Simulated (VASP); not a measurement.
Calculation: SCAN meta-GGA, VASP's PBE PAW potentials (set 64) (plane waves; VASP).

Input for VASP

File KPOINTS:
```
K-points
0
Gamma
 11 11 11
```

INCAR:
```
# general
SYSTEM  = AlRu
PREC    = Accurate
ENCUT   = 400   # plane-wave cut-off (eV)
LREAL   = .FALSE.   # projection in real space or not
LASPH   = .TRUE.

# electronic loop
EDIFF   = 1E-6
NELM    = 100   # most electronic steps
ALGO    = Normal
LMAXMIX = 4
LMIXTAU = .TRUE.

# smearing
ISMEAR  = 1   # Methfessel-Paxton
SIGMA   = 0.1

# functional
METAGGA = SCAN

# ions
IBRION  = 2   # conjugate gradients
NSW     = 60
ISIF    = 3   # ions, shape and volume
EDIFFG  = -0.01   # ionic stop

# output
LWAVE   = .FALSE.
LCHARG  = .FALSE.
```

File POSCAR:
```
AlRu
1
    2.9916000000     0.0000000000     0.0000000000
    0.0000000000     2.9916000000     0.0000000000
    0.0000000000     0.0000000000     2.9916000000
Ru Al
1 1
Direct
  0.5000000000   0.5000000000   0.5000000000
  0.0000000000   0.0000000000   0.0000000000
```

POTCAR, in this order: Ru_pv Al (PBE.64 set). Program: vasp_std.

### Question
What will the output report for the number of irreducible k-points (NKPTS), number of bands (NBANDS), largest plane-wave count, number of space-group operations, FFT grid (NGX, NGY, NGZ)?

### Answer

```yaml
number of irreducible k-points (NKPTS): 56
number of bands (NBANDS): 12
largest_plane_wave_count: 496
number_of_space_group_operations: 48
FFT grid (NGX, NGY, NGZ): 20 × 20 × 20
```

The structure comes from a measured AlRu entry (Pm-3m) of the Crystallography Open Database, whose conditions weren't checked. This run relaxes it. Symmetry was kept, so distortions that lower it aren't found. The electron count is odd and the run is not spin-polarised, which forces a metal.
